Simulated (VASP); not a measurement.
# AlN: cell size against the level of theory

How close do the usual functionals, with and without dispersion, come to the cell of AlN? The levels: PBE, LDA, r2SCAN and PBE + D3(BJ). LASPH is on for some levels and off for others; the table marks which. The start is a cell from a database of measured crystal structures.

Method: PBE; plane waves and PAW (Al, N), in the first sound run; inputs show where later runs differ, in VASP 6.6.1.

**What experiment says.**

For AlN, wurtzite (literature value), “Electronic structure and chemical bonding anisotropy investigation of wurtzite AlN” (2011, arxiv:1112.6088) quotes earlier work: lattice constant a (a lattice parameter, reported experimental value) 3.111 Å [Literature experimental value cited in the paper's theory part].

**1. The structure**

Before any relaxation, the start is as follows. Symmetry: P6_3mc, No. 186, hexagonal system. The conventional cell has a = 3.081 Å, b = 3.081 Å, c = 5.031 Å, α = 90.00°, β = 90.00°, γ = 120.00°. Nearest to Al lie 4 N at 1.88 to 1.92 Å. Nearest to N lie 4 Al at 1.88 to 1.92 Å. Farther neighbours and most contacts between anions are not listed.

**2. Relaxation with PBE**

The start need not lie at this functional's minimum. ISIF = 3 frees volume, shape and positions, and EDIFFG sets the threshold on forces and stress at which the search stops. PBE, the usual starting point, adds the gradient of the density.

Input file INCAR:

```
SYSTEM = AlN
PREC = Accurate
ENCUT = 560
EDIFF = 1E-06
NELM = 100
ISMEAR = -1
SIGMA = 0.05
LREAL = .FALSE.
ALGO = Normal
GGA = PE
NBANDS = 14
LORBIT = 11
LWAVE = .FALSE.
LCHARG = .FALSE.
KPAR = 2
IBRION = 2
NSW = 60
ISIF = 3
EDIFFG = -0.01
```

Input file POSCAR:

```
AlN
1.0
    3.0810000000      0.0000000000      0.0000000000
   -1.5405000000      2.6682242691      0.0000000000
    0.0000000000      0.0000000000      5.0310000000
Al N
2 2
Direct
    0.3333333333      0.6666666667      0.0000000000
    0.6666666667      0.3333333333      0.5000000000
    0.3333333333      0.6666666667      0.3820000000
    0.6666666667      0.3333333333      0.8820000000
```

Input file KPOINTS:

```
Automatic mesh
0
Gamma
7 7 4
0 0 0
```

Potentials, in the order of the species: Al and N (PBE family, release 64).

Run with:

```sh
$ mpirun -np 2 vasp_std
```

Output:

```text
[banner, memory and clock lines left out]
running    2 mpi-ranks, on    1 nodes
 distrk:  each k-point on    1 cores,    2 groups
 distr:  one band on    1 cores,    1 groups

 POSCAR found type information on POSCAR AlN
 POSCAR found :  2 types and       4 ions
 LDA part: xc-table for (Slater+PW92), standard interpolation
 POSCAR, INCAR and KPOINTS ok, starting setup
 FFT: planning ... GRIDC
 FFT: planning ... GRID_SOFT
 FFT: planning ... GRID
 WAVECAR not read
 entering main loop
       N       E                     dE             d eps       ncg     rms          rms(c)
DAV:   1     0.502017367683E+02    0.50202E+02   -0.77192E+03   672   0.108E+03
DAV:   2    -0.304055308378E+02   -0.80607E+02   -0.74113E+02   950   0.215E+02
DAV:   3    -0.345119582341E+02   -0.41064E+01   -0.40905E+01   924   0.517E+01
DAV:   4    -0.345415066391E+02   -0.29548E-01   -0.29545E-01   738   0.489E+00
DAV:   5    -0.345418688926E+02   -0.36225E-03   -0.36225E-03   912   0.549E-01    0.123E+01
DAV:   6    -0.297329296095E+02    0.48089E+01   -0.13144E+01   828   0.278E+01    0.425E+00
DAV:   7    -0.297576655212E+02   -0.24736E-01   -0.75564E-01   750   0.643E+00    0.294E+00
DAV:   8    -0.297502656138E+02    0.73999E-02   -0.69495E-02   792   0.263E+00    0.503E-01
DAV:   9    -0.297451500993E+02    0.51155E-02   -0.17016E-02   894   0.966E-01    0.240E-01
DAV:  10    -0.297458164392E+02   -0.66634E-03   -0.28635E-03   792   0.357E-01    0.137E-01
DAV:  11    -0.297457015365E+02    0.11490E-03   -0.31539E-04   840   0.140E-01    0.312E-02
DAV:  12    -0.297457047743E+02   -0.32378E-05   -0.13078E-05   840   0.326E-02    0.865E-03
DAV:  13    -0.297457044495E+02    0.32479E-06   -0.76545E-06   846   0.220E-02
   1 F= -.29745704E+02 E0= -.29745704E+02  d E =-.297457E+02
 curvature:   0.00 expect dE= 0.000E+00 dE for cont linesearch  0.000E+00
 trial: gam= 0.00000 g(F)=  0.104E-01 g(S)=  0.122E+00 ort = 0.000E+00 (trialstep = 0.100E+01)
 search vector abs. value=  0.133E+00
 bond charge predicted
       N       E                     dE             d eps       ncg     rms          rms(c)
DAV:   1    -0.299142066359E+02   -0.16850E+00   -0.57801E+00   720   0.197E+01    0.254E+00
DAV:   2    -0.297648694978E+02    0.14934E+00   -0.37229E-01   828   0.509E+00    0.852E-01
DAV:   3    -0.297548574088E+02    0.10012E-01   -0.33582E-02   798   0.141E+00    0.317E-01
DAV:   4    -0.297521294852E+02    0.27279E-02   -0.44910E-03   852   0.580E-01    0.108E-01
DAV:   5    -0.297518947686E+02    0.23472E-03   -0.89864E-04   876   0.236E-01    0.532E-02
DAV:   6    -0.297518861232E+02    0.86454E-05   -0.43289E-05   744   0.588E-02    0.307E-02
DAV:   7    -0.297518802872E+02    0.58360E-05   -0.19452E-05   876   0.326E-02    0.884E-03
DAV:   8    -0.297518801005E+02    0.18665E-06   -0.20823E-06   508   0.115E-02
   2 F= -.29751880E+02 E0= -.29751880E+02  d E =-.617565E-02
[...]
3 F= -.29779006E+02 E0= -.29779006E+02  d E =-.333018E-01
[...]
4 F= -.29778998E+02 E0= -.29778998E+02  d E =-.332937E-01
[...]
5 F= -.29779696E+02 E0= -.29779696E+02  d E =-.697823E-03
 trial-energy change:   -0.000698  1 .order   -0.000696   -0.000935   -0.000458
 step:   1.7667(harm=  1.7667)  dis= 0.00445  next Energy=   -29.779914 (dE=-0.916E-03)
 bond charge predicted
       N       E                     dE             d eps       ncg     rms          rms(c)
DAV:   1    -0.297800943005E+02   -0.39839E-03   -0.47249E-02   672   0.179E+00    0.808E-02
DAV:   2    -0.297799887120E+02    0.10559E-03   -0.44596E-04   882   0.178E-01    0.454E-02
DAV:   3    -0.297799200903E+02    0.68622E-04   -0.78565E-05   804   0.679E-02    0.692E-03
DAV:   4    -0.297799190709E+02    0.10194E-05   -0.56905E-06   858   0.202E-02    0.318E-03
DAV:   5    -0.297799191203E+02   -0.49474E-07   -0.15642E-07   432   0.349E-03
   6 F= -.29779919E+02 E0= -.29779919E+02  d E =-.920976E-03
 curvature:  -0.88 expect dE=-0.332E-04 dE for cont linesearch -0.595E-07
 trial: gam= 0.01377 g(F)=  0.454E-11 g(S)=  0.378E-04 ort = 0.836E-05 (trialstep = 0.107E+01)
 search vector abs. value=  0.383E-04
 reached required accuracy - stopping structural energy minimisation
```

The job ended after 11 s (2 MPI ranks of Intel Xeon 6975P-C (Granite Rapids), shared host; peak memory 0.3 GiB).

The logs omit lines about the potential files and the build; timing stands in the text.

Parts of OUTCAR (step 2):

```text
ion  position               nearest neighbor table
   1  0.333  0.667  0.000-   4 1.88   4 1.88   4 1.88   3 1.92   2 3.08   2 3.08   2 3.08   2 3.08
                             2 3.08   2 3.08
   2  0.667  0.333  0.500-   3 1.88   3 1.88   3 1.88   4 1.92   1 3.08   1 3.08   1 3.08   1 3.08
                             1 3.08   1 3.08
   3  0.333  0.667  0.382-   2 1.88   2 1.88   2 1.88   1 1.92
   4  0.667  0.333  0.882-   1 1.88   1 1.88   1 1.88   2 1.92

  LATTYP: Found a hexagonal cell.
 ALAT       =     3.0810000000
 C/A-ratio  =     1.6329113924

 Subroutine GETGRP returns: Found 12 space group operations
 (whereof  6 operations were pure point group operations)

The static configuration has the point symmetry C_3v.
 The point group associated with its full space group is C_6v.

 Found     24 irreducible k-points:

   k-points           NKPTS =     24   k-points in BZ     NKDIM =     24   number of bands    NBANDS=     14

   dimension x,y,z NGX =    24 NGY =   24 NGZ =   40
   dimension x,y,z NGXF=    48 NGYF=   48 NGZF=   80

   ENCUT  =  560.0 eV  41.16 Ry    6.42 a.u.   5.94  5.94  9.71*2*pi/ulx,y,z

   NELECT =      16.0000    total number of electrons

 k-points in reciprocal lattice and weights: Automatic mesh
   0.00000000  0.00000000  0.00000000       0.005
   0.14285714  0.00000000  0.00000000       0.031
   0.28571429  0.00000000  0.00000000       0.031
   0.42857143  0.00000000  0.00000000       0.031
   0.14285714  0.14285714  0.00000000       0.031
   0.28571429  0.14285714  0.00000000       0.061
   0.42857143  0.14285714  0.00000000       0.031
   0.28571429  0.28571429  0.00000000       0.031
   0.00000000  0.00000000  0.25000000       0.010
[...]
0.42857143  0.14285714  0.50000000       0.031
   0.28571429  0.28571429  0.50000000       0.031

 average (electrostatic) potential at core
       1 -71.8989       2 -71.8989       3 -60.1242       4 -60.1242

 E-fermi :   6.9521

 k-point     1 :       0.0000    0.0000    0.0000
  band No.  band energies     occupation
    ...
      4       5.1395      2.00000
      5       5.1395      2.00000
      6       5.7821      2.00000
      7       5.7821      2.00000
      8       5.9838      2.00000
      9      10.0462      0.00000
     10      12.5130      0.00000
     11      16.4563      0.00000
     12      17.0283      0.00000
     13      17.0283      0.00000
    ...

 k-point     2 :       0.1429    0.0000    0.0000
  band No.  band energies     occupation
    ...
      4       4.0526      2.00000
      5       4.7630      2.00000
      6       4.8398      2.00000
      7       5.7265      2.00000
      8       5.8632      2.00000
      9      11.0730      0.00000
     10      13.4030      0.00000
     11      15.4277      0.00000
     12      15.8054      0.00000
     13      17.7322      0.00000
    ...

 k-point     3 :       0.2857    0.0000    0.0000
  band No.  band energies     occupation
    ...
      4       2.1061      2.00000
      5       3.1543      2.00000
      6       4.3179      2.00000
      7       5.3908      2.00000
      8       5.5175      2.00000
      9      12.1856      0.00000
     10      13.1517      0.00000
     11      13.8002      0.00000
     12      16.0951      0.00000
     13      17.4033      0.00000
    ...

  Total        0.0361356      0.0361356      0.0229287      0.0000000      0.0000000      0.0000000
  in kB        1.3625798      1.3625798      0.8645826      0.0000000      0.0000000      0.0000000
  external PRESSURE =       1.1965807 kB  Pullay stress =       0.0000000 kB

  energy-cutoff  :      560.00
  volume of cell :       42.49
      direct lattice vectors                 reciprocal lattice vectors
     3.127796556  0.000000000 -0.000000000     0.319713889  0.184586900  0.000000000
    -1.563898278  2.708751276  0.000000000     0.000000000  0.369173799  0.000000000
    -0.000000000  0.000000000  5.015067961     0.000000000 -0.000000000  0.199399092

 POSITION                                       TOTAL-FORCE (eV/Angst)
 -----------------------------------------------------------------------------------
     -0.00000      1.80583      0.00122         0.000000      0.000000     -0.000005
      1.56390      0.90292      2.50875        -0.000000      0.000000     -0.000005
     -0.00000      1.80583      1.91454        -0.000000     -0.000000      0.000005
      1.56390      0.90292      4.42207         0.000000      0.000000      0.000005
 -----------------------------------------------------------------------------------
    total drift:                               -0.000000      0.000000      0.000642

  FREE ENERGIE OF THE ION-ELECTRON SYSTEM (eV)
  ---------------------------------------------------
  free  energy   TOTEN  =       -29.7799191203 eV

  energy  without entropy=      -29.7799191203  energy(sigma->0) =      -29.77991912

 reached required accuracy - stopping structural energy minimisation

 total charge
# of ion       s       p       d       tot
------------------------------------------
    1        0.366   0.432   0.000   0.798
    2        0.366   0.432   0.000   0.798
    3        1.220   2.626   0.000   3.846
    4        1.220   2.626   0.000   3.846
--------------------------------------------------
tot          3.173   6.115   0.000   9.288

[... 3 further parts left out ...]
```

CONTCAR:

```
AlN
   1.00000000000000
     3.1277965562599173    0.0000000000000000   -0.0000000000000000
    -1.5638982781299586    2.7087512756325509    0.0000000000000000
    -0.0000000000000000    0.0000000000000000    5.0150679605435355
  Al              N
     2     2
Direct
     0.3333333332999970    0.6666666667000030    0.0002434205039686
     0.6666666667000030    0.3333333332999970    0.5002434205039686
     0.3333333332999970    0.6666666667000030    0.3817565794960293
     0.6666666667000030    0.3333333332999970    0.8817565794960293
```

The gap is read on the k-mesh alone, so it is an upper bound where the band edges lie off the mesh. The run keeps the 12 symmetry operations of its start, so it cannot find a distortion of lower symmetry.

Step by step:

```csv
step,energy less that of the first step (eV),largest force (eV/Å),pressure (GPa),volume (Å³)
1,0.0000,0.2318,5.96,41.36
2,-0.0062,0.3011,-4.92,43.69
3,-0.0333,0.0564,-0.11,42.56
4,-0.0333,0.0504,-0.02,42.53
5,-0.0340,0.0243,0.06,42.51
6,-0.0342,0.0000,0.12,42.49
```

```csv
"conventional cell, symmetrised",before,after,change
a (Å),3.081,3.128,+1.5 %
b (Å),3.081,3.128,+1.5 %
c (Å),5.031,5.015,-0.3 %
volume (Å³/atom),10.34,10.62,+2.7 %
```

The relaxed structure:

```xyz
4
Lattice="3.1278 0.0000 0.0000 -1.5639 2.7088 0.0000 0.0000 0.0000 5.0151" Properties=species:S:1:pos:R:3 pbc="T T T"
Al    0.0000    1.8058    0.0012
Al    1.5639    0.9029    2.5088
N     0.0000    1.8058    1.9145
N     1.5639    0.9029    4.4221
```

A gap read on the k-mesh alone can miss the band edges.

Numbers from this step:

- electrons: 16
- bands: 14
- irreducible k-points: 24
- symmetry operations: 12
- free energy (TOTEN): -29.78 eV
- Fermi energy: 6.952 eV
- pressure: 0.1197 GPa
- metallic: no
- valence top at k: 0, 0, 0
- conduction bottom at k: 0, 0, 0
- least direct gap at k: 0, 0, 0
- SCF cycles over all ionic steps: 42
- gap on the k-mesh: 4.062 eV
- least direct gap on the k-mesh: 4.062 eV

It ends with forces under 0.001 eV/Å and a pressure of 0.12 GPa. The volume lies +2.7 % from that of the database's start. The conventional cell has a = 3.128 and c = 5.015 Å.

(Part 1 of 2 ends here.)

[Lines on the potential files, build, host, timing and source positions are cut from VASP's logs without a mark.]

[Logs are printed without paths, hosts, clocks, repeated set-up lines and the standing remarks that a program may print on its own settings, such as how far it seeks lower states.]

[Hosts, paths, dates, database ids (printed as entryN), source tags and the programs' standing remarks are cut or masked in the printed files.]

[A measured line is paired with the nearest computed mode of its activity, which favours agreement.]
